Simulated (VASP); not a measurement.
Method: revTPSS meta-GGA, VASP's PBE PAW potentials (set 64) (plane waves; VASP 6.6.1).

A VASP calculation is set up with these files.

### KPOINTS
```
Regular mesh
0
G
9 9 6
0 0 0
```

INCAR:
```
ALGO = Normal
EDIFF = 1E-6
EDIFFG = -0.02
ENCUT = 520
IBRION = 2
ISIF = 3
ISMEAR = 1
LASPH = T
LCHARG = F
LMAXMIX = 6
LMIXTAU = T
LREAL = F
LWAVE = F
METAGGA = RTPSS
NELM = 100
NSW = 60
PREC = Accurate
SIGMA = 0.1
SYSTEM = PtSe2
```

File POSCAR:
```
PtSe2
1
    1.8862792955    -3.2671318293     0.0000000000
    1.8862792955     3.2671318293     0.0000000000
   -0.0000000000     0.0000000000     4.8894208576
Pt Se
1 2
Direct
  0.0000000000   0.0000000000   0.0000000000
  0.3333330000   0.6666670000   0.2564063801
  0.6666670000   0.3333330000   0.7435936199
```

POTCAR, in this order: Pt Se (PBE.64 set). Program: vasp_std.

What VASP printed:

File OSZICAR:
```
...
DAV:   5     0.416206280194E+02   -0.12969E-03   -0.29431E-04  1979   0.146E-01    0.496E-02
DAV:   6     0.416207107724E+02    0.82753E-04   -0.10092E-04  1986   0.996E-02    0.242E-02
DAV:   7     0.416205963988E+02   -0.11437E-03   -0.59729E-05  1874   0.846E-02    0.654E-03
DAV:   8     0.416205859591E+02   -0.10440E-04   -0.65200E-06  2168   0.293E-02    0.363E-03
DAV:   9     0.416205857731E+02   -0.18598E-06   -0.21785E-06  1459   0.158E-02
   8 F= 0.41620586E+02 E0= 0.41620422E+02  d E =-.317273E-02
       N       E                     dE             d eps       ncg     rms          rms(c)
DAV:   1     0.415557848848E+02   -0.64801E-01   -0.45943E+00  1860   0.158E+01    0.193E+00
DAV:   2     0.416028851525E+02    0.47100E-01   -0.44822E-01  2028   0.710E+00    0.110E+00
DAV:   3     0.416157753541E+02    0.12890E-01   -0.38566E-02  2105   0.225E+00    0.421E-01
DAV:   4     0.416194171229E+02    0.36418E-02   -0.26642E-02  1951   0.104E+00    0.172E-01
DAV:   5     0.416188483021E+02   -0.56882E-03   -0.13466E-03  1993   0.309E-01    0.101E-01
DAV:   6     0.416192379393E+02    0.38964E-03   -0.48417E-04  2035   0.219E-01    0.492E-02
DAV:   7     0.416186815310E+02   -0.55641E-03   -0.27323E-04  1888   0.180E-01    0.131E-02
DAV:   8     0.416186367170E+02   -0.44814E-04   -0.25290E-05  2245   0.570E-02    0.730E-03
DAV:   9     0.416186390083E+02    0.22913E-05   -0.11575E-05  1916   0.352E-02    0.416E-03
DAV:  10     0.416186315337E+02   -0.74746E-05   -0.34300E-06  2041   0.207E-02    0.125E-03
DAV:  11     0.416186316434E+02    0.10968E-06   -0.51191E-07  1427   0.649E-03
   9 F= 0.41618632E+02 E0= 0.41618438E+02  d E =-.512686E-02
       N       E                     dE             d eps       ncg     rms          rms(c)
DAV:   1     0.413758303809E+02   -0.24280E+00   -0.17850E+01  1860   0.310E+01    0.394E+00
DAV:   2     0.415673805246E+02    0.19155E+00   -0.16974E+00  2084   0.138E+01    0.203E+00
DAV:   3     0.416077270628E+02    0.40347E-01   -0.12755E-01  2154   0.409E+00    0.868E-01
DAV:   4     0.416229651990E+02    0.15238E-01   -0.97499E-02  1965   0.197E+00    0.334E-01
DAV:   5     0.416201679097E+02   -0.27973E-02   -0.50152E-03  2035   0.615E-01    0.191E-01
DAV:   6     0.416221304350E+02    0.19625E-02   -0.22379E-03  2007   0.472E-01    0.931E-02
DAV:   7     0.416193596968E+02   -0.27707E-02   -0.12336E-03  1874   0.381E-01    0.259E-02
DAV:   8     0.416191773412E+02   -0.18236E-03   -0.98558E-05  2343   0.109E-01    0.149E-02
DAV:   9     0.416192013526E+02    0.24011E-04   -0.48487E-05  1972   0.694E-02    0.841E-03
DAV:  10     0.416191581710E+02   -0.43182E-04   -0.18259E-05  2119   0.468E-02    0.267E-03
DAV:  11     0.416191582016E+02    0.30612E-07   -0.30748E-06  2311   0.155E-02
  10 F= 0.41619158E+02 E0= 0.41618881E+02  d E =-.460030E-02
       N       E                     dE             d eps       ncg     rms          rms(c)
DAV:   1     0.415541097410E+02   -0.65048E-01   -0.42616E+00  1860   0.149E+01    0.171E+00
DAV:   2     0.416065333303E+02    0.52424E-01   -0.40996E-01  1993   0.667E+00    0.876E-01
DAV:   3     0.416163695381E+02    0.98362E-02   -0.30771E-02  2133   0.201E+00    0.326E-01
DAV:   4     0.416189587171E+02    0.25892E-02   -0.19832E-02  1965   0.905E-01    0.155E-01
DAV:   5     0.416184578988E+02   -0.50082E-03   -0.92808E-04  2000   0.255E-01    0.960E-02
DAV:   6     0.416186401623E+02    0.18226E-03   -0.30915E-04  2084   0.173E-01    0.430E-02
DAV:   7     0.416183554769E+02   -0.28469E-03   -0.20830E-04  1895   0.158E-01    0.137E-02
DAV:   8     0.416182952603E+02   -0.60217E-04   -0.44454E-05  2224   0.756E-02    0.689E-03
DAV:   9     0.416182825634E+02   -0.12697E-04   -0.13190E-05  1958   0.390E-02    0.304E-03
DAV:  10     0.416182811487E+02   -0.14147E-05   -0.22952E-06  1678   0.156E-02    0.106E-03
DAV:  11     0.416182807111E+02   -0.43756E-06   -0.45619E-07  1497   0.646E-03
  11 F= 0.41618281E+02 E0= 0.41617980E+02  d E =-.547779E-02
       N       E                     dE             d eps       ncg     rms          rms(c)
DAV:   1     0.416065081118E+02   -0.11773E-01   -0.77023E-01  1888   0.618E+00    0.652E-01
DAV:   2     0.416162077858E+02    0.96997E-02   -0.46966E-02  1979   0.209E+00    0.312E-01
DAV:   3     0.416170299570E+02    0.82217E-03   -0.47404E-03  2224   0.705E-01    0.150E-01
DAV:   4     0.416175085592E+02    0.47860E-03   -0.25997E-03  2042   0.360E-01    0.612E-02
DAV:   5     0.416174587626E+02   -0.49797E-04   -0.19539E-04  1958   0.116E-01    0.280E-02
DAV:   6     0.416174794943E+02    0.20732E-04   -0.72906E-05  2042   0.843E-02    0.129E-02
DAV:   7     0.416174309253E+02   -0.48569E-04   -0.27933E-05  1867   0.582E-02    0.531E-03
DAV:   8     0.416174259534E+02   -0.49719E-05   -0.48715E-06  2238   0.245E-02    0.248E-03
DAV:   9     0.416174249730E+02   -0.98043E-06   -0.19770E-06  1501   0.150E-02
  12 F= 0.41617425E+02 E0= 0.41617128E+02  d E =-.855738E-03
       N       E                     dE             d eps       ncg     rms          rms(c)
DAV:   1     0.416164550826E+02   -0.97087E-03   -0.65570E-02  1888   0.180E+00    0.187E-01
DAV:   2     0.416172752341E+02    0.82015E-03   -0.39510E-03  1986   0.603E-01    0.896E-02
DAV:   3     0.416173442413E+02    0.69007E-04   -0.40186E-04  2210   0.204E-01    0.434E-02
DAV:   4     0.416173826018E+02    0.38361E-04   -0.21516E-04  2035   0.104E-01    0.178E-02
DAV:   5     0.416173789508E+02   -0.36510E-05   -0.16533E-05  1965   0.338E-02    0.816E-03
DAV:   6     0.416173804400E+02    0.14893E-05   -0.60826E-06  2056   0.243E-02    0.371E-03
DAV:   7     0.416173768289E+02   -0.36111E-05   -0.22908E-06  1592   0.167E-02    0.150E-03
DAV:   8     0.416173763130E+02   -0.51593E-06   -0.42591E-07  1294   0.714E-03
  13 F= 0.41617376E+02 E0= 0.41617081E+02  d E =-.904398E-03
       N       E                     dE             d eps       ncg     rms          rms(c)
DAV:   1     0.415917632584E+02   -0.25614E-01   -0.78860E-01  1867   0.710E+00    0.935E-01
DAV:   2     0.416137376701E+02    0.21974E-01   -0.10993E-01  1972   0.363E+00    0.557E-01
DAV:   3     0.416168857884E+02    0.31481E-02   -0.10313E-02  2126   0.117E+00    0.207E-01
DAV:   4     0.416179007002E+02    0.10149E-02   -0.68464E-03  1993   0.524E-01    0.881E-02
DAV:   5     0.416176755610E+02   -0.22514E-03   -0.30279E-04  1951   0.148E-01    0.600E-02
DAV:   6     0.416177472804E+02    0.71719E-04   -0.95340E-05  2140   0.871E-02    0.240E-02
DAV:   7     0.416176731338E+02   -0.74147E-04   -0.61430E-05  1860   0.871E-02    0.682E-03
DAV:   8     0.416176466751E+02   -0.26459E-04   -0.10628E-05  2203   0.365E-02    0.421E-03
DAV:   9     0.416176482370E+02    0.15619E-05   -0.32435E-06  2007   0.185E-02    0.225E-03
DAV:  10     0.416176454723E+02   -0.27648E-05   -0.14498E-06  1632   0.129E-02    0.777E-04
DAV:  11     0.416176456427E+02    0.17045E-06   -0.17928E-07  1175   0.399E-03
  14 F= 0.41617646E+02 E0= 0.41617325E+02  d E =0.269330E-03
       N       E                     dE             d eps       ncg     rms          rms(c)
DAV:   1     0.416082744434E+02   -0.93710E-02   -0.27314E-01  1874   0.418E+00    0.546E-01
DAV:   2     0.416157984756E+02    0.75240E-02   -0.37656E-02  1965   0.213E+00    0.319E-01
DAV:   3     0.416168824321E+02    0.10840E-02   -0.36235E-03  2112   0.692E-01    0.114E-01
DAV:   4     0.416172074351E+02    0.32500E-03   -0.22126E-03  1993   0.299E-01    0.510E-02
DAV:   5     0.416171325586E+02   -0.74877E-04   -0.87091E-05  1972   0.802E-02    0.359E-02
DAV:   6     0.416171507869E+02    0.18228E-04   -0.32361E-05  2147   0.488E-02    0.124E-02
DAV:   7     0.416171269027E+02   -0.23884E-04   -0.20626E-05  1874   0.506E-02    0.417E-03
DAV:   8     0.416171181648E+02   -0.87379E-05   -0.41082E-06  2098   0.227E-02    0.232E-03
DAV:   9     0.416171179344E+02   -0.23047E-06   -0.12097E-06  1504   0.117E-02
  15 F= 0.41617118E+02 E0= 0.41616815E+02  d E =-.258379E-03
```

**OUTCAR**
```
------------------------ aborting loop because EDIFF is reached ----------------------------------------
  FORCE on cell =-STRESS in cart. coord.  units (eV):
  Direction    XX          YY          ZZ          XY          YZ          ZX
  --------------------------------------------------------------------------------------
  Total       -0.0022342     -0.0022342      0.0044969     -0.0000000      0.0000000      0.0000000
  in kB       -0.0553242     -0.0553242      0.1113525     -0.0000000      0.0000000      0.0000000
  external PRESSURE =       0.0002347 kB  Pullay stress =       0.0000000 kB
  volume of cell :       64.70
      direct lattice vectors                 reciprocal lattice vectors
     1.864515793 -3.229436328 -0.000000000     0.268166138 -0.154825780 -0.000000000
     1.864515793  3.229436328  0.000000000     0.268166138  0.154825780  0.000000000
    -0.000000000 -0.000000000  5.372815767     0.000000000 -0.000000000  0.186122146
 POSITION                                       TOTAL-FORCE (eV/Angst)
 -----------------------------------------------------------------------------------
     -0.00000     -0.00000      5.37282        -0.000000      0.000000      0.000000
      1.86452      1.07648      1.29800        -0.000000      0.000000     -0.001237
      1.86452     -1.07648      4.07482         0.000000     -0.000000      0.001237
 -----------------------------------------------------------------------------------
    total drift:                                0.000000     -0.000000      0.000000
  FREE ENERGIE OF THE ION-ELECTRON SYSTEM (eV)
  ---------------------------------------------------
  free  energy   TOTEN  =        41.6171179344 eV

  energy  without entropy=       41.6162087126  energy(sigma->0) =       41.61681486

 reached required accuracy - stopping structural energy minimisation
```
(Selected blocks of OUTCAR.)

CONTCAR:
```
PtSe2
   1.00000000000000
     1.8645157926504703   -3.2294363277370981   -0.0000000000000000
     1.8645157926504703    3.2294363277370981    0.0000000000000000
    -0.0000000000000001   -0.0000000000000003    5.3728157665512253
  Pt              Se
     1     2
Direct
     0.0000000000000000    0.0000000000000000    1.0000000000000000
     0.3333330000000032    0.6666669999999968    0.2415864900077794
     0.6666669999999968    0.3333330000000032    0.7584135099922206
```

Energy and stress use the plane-wave basis of the starting cell. Without a dispersion term in the relaxation, distances and binding between the weakly bound layers, chains or molecules are unreliable, and so is what depends on them.

The compound is PtSe2 in the 1T layered structure. This run relaxes it. Symmetry was kept, so distortions that lower it aren't found. The start is the result of an earlier pass.
